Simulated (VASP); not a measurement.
All values below come from PBE GGA, VASP's PBE PAW potentials (set 64) (plane waves; VASP).

The input files of a VASP run:

KPOINTS:
```
Automatic mesh
0
Gamma
4 4 4
0 0 0
```

**INCAR**
```
PREC = Accurate
SYSTEM = Zn4SSe3
LMAXMIX = 4   ! l cut-off of mixed one-centre charges
ALGO = Normal   ! blocked Davidson
NELM = 100
EDIFF = 1E-6   ! SCF stop (eV)
GGA = PE
ISMEAR = 0   ! Gaussian
LASPH = .TRUE.   ! aspherical one-centre terms
LWAVE = .FALSE.
LREAL = .FALSE.   ! projection in real space or not
LCHARG = .TRUE.
ENCUT = 400
SIGMA = 0.05
```

### POSCAR
```
Zn4SSe3
1
    5.6594394528     0.0000000000     0.0000000000
    0.0000000000     5.6594394528     0.0000000000
   -0.0000000000     0.0000000000     5.6594394528
Zn Se S
4 3 1
Direct
  0.0065178674   0.9934821326   0.9934821326
  0.4934821326   0.5065178674   0.9934821326
  0.4934821326   0.9934821326   0.5065178674
  0.0065178674   0.5065178674   0.5065178674
  0.2500000000   0.2500000000   0.2500000000
  0.7500000000   0.7500000000   0.2500000000
  0.7500000000   0.2500000000   0.7500000000
  0.2500000000   0.7500000000   0.7500000000
```

POTCAR, in this order: Zn Se S (PBE.64 set). Program: vasp_std.

Q: Estimate the energy per atom (σ→0), band gap (on the k-mesh).

A: 
```yaml
energy per atom (σ→0): -3.110 eV/atom
band gap (on the k-mesh): 1.32 eV
```

File OSZICAR:
```
...
DAV:   9    -0.248829411093E+02   -0.13523E-02   -0.29767E-02  1058   0.228E+00    0.326E-01
DAV:  10    -0.248830501307E+02   -0.10902E-03   -0.25332E-03   983   0.488E-01    0.196E-01
DAV:  11    -0.248834342398E+02   -0.38411E-03   -0.12615E-03  1055   0.151E-01    0.575E-02
DAV:  12    -0.248834238414E+02    0.10398E-04   -0.22666E-04  1047   0.879E-02    0.400E-02
DAV:  13    -0.248834595342E+02   -0.35693E-04   -0.10696E-04   915   0.601E-02    0.264E-02
DAV:  14    -0.248834594422E+02    0.92001E-07   -0.10568E-05  1058   0.470E-02    0.761E-03
DAV:  15    -0.248834603624E+02   -0.92028E-06   -0.32120E-06   672   0.873E-03
   1 F= -.24883460E+02 E0= -.24883460E+02  d E =-.159383E-15
```

The structure was generated: Zn4SSe3 was put into an ordered model structure (P-43m), which need not be its known phase. It was relaxed first.
